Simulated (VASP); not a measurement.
Given:

```xyz
2
Lattice="1.4692 -2.5448 0.0000 1.4692 2.5448 0.0000 0.0000 0.0000 4.6369" Properties=species:S:1:pos:R:3 pbc="T T T"
Ti     1.4692     0.8483     1.1592
Ti     1.4692    -0.8483     3.4777
```

Calculation: r2SCAN meta-GGA, VASP's PBE PAW potentials (set 64) (plane waves; VASP). Numerical set-up: 500 eV cut-off, 14×14×8 Γ-centred mesh, first-order Methfessel-Paxton smearing of 0.10 eV, potentials Ti_sv.

Energy and stress use the plane-wave basis of the starting cell.

Problem. The ions, cell shape and volume at an external pressure of 5.0 GPa are relaxed. Predict the relaxed structure.

Solution. 
```xyz
2
Lattice="1.4504 -2.5122 0.0000 1.4504 2.5122 0.0000 0.0000 0.0000 4.5772" Properties=species:S:1:pos:R:3 pbc="T T T"
Ti     1.4504     0.8374     1.1443
Ti     1.4504    -0.8374     3.4329
```
Space group P6_3/mmc (194), at a tolerance of 0.03 Å.

Problem. How do energy and volume change from the first to the last step?

Solution. The energy (σ→0) changes by +9.8 meV/atom and the volume by -3.8 %, in 3 ionic steps.

The compound is Ti in the hcp structure. This run relaxes it under an external pressure of 5 GPa. Symmetry was kept, so distortions that lower it aren't found.
